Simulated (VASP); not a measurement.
Sc (hcp): the lattice constant c from VASP (plane waves, PAW) at several levels of theory. Static lattice.  The measured value holds thermal and zero-point effects that the static calculation lacks.

| level | lattice constant c (Å) | error against measurement |
|---|---|---|
| LDA | 4.979 | -5.5 % |
| PBE | 5.161 | -2.0 % |
| PBEsol | 5.072 | -3.7 % |
| r2SCAN | 5.191 | -1.5 % |

Measured: 5.268 Å at 293 K (as given by Wikipedia, Scandium (infobox)).

The cell of the LDA run:

```xyz
2
Lattice="1.6186 -2.8036 0.0000 1.6186 2.8036 0.0000 0.0000 0.0000 4.9792" Properties=species:S:1:pos:R:3 pbc="T T T"
Sc     1.6186     0.9345     1.2448
Sc     1.6186    -0.9345     3.7344
```

Only levels that ran to the end are used. Left out are those held back, those with too coarse a band path, GW runs whose mesh misses a band edge, hybrids' fits of cells that aren't cubic and levels without matching references; a question may draw on a part of the rest.

The compound is Sc in the hcp structure.
